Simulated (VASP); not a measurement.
Input:

```
CELL_PARAMETERS angstrom
      0.00000     2.48923     2.48923
      2.48923     0.00000     2.48923
      2.48923     2.48923     0.00000
ATOMIC_POSITIONS crystal
  Y  0.00000 0.00000 0.00000
  N  0.50000 0.50000 0.50000
```

The numbers are results of PBE GGA, VASP's PBE PAW potentials (set 64) (plane waves; VASP), not measurements. Settings: 600 eV cut-off, 8×8×8 Γ-centred mesh, Gaussian smearing of 0.050 eV, potentials Y_sv N.

**Question.** Estimate the energy per atom (σ→0), pressure.

**Answer.** 
* **energy per atom (σ→0)**: -9.100 eV/atom
* **pressure**: -6.58 GPa

Total energies compare only between runs with the same potentials, cut-off and functional.

The compound is YN in the rock salt structure. This cell was strained or had an atom moved on purpose.
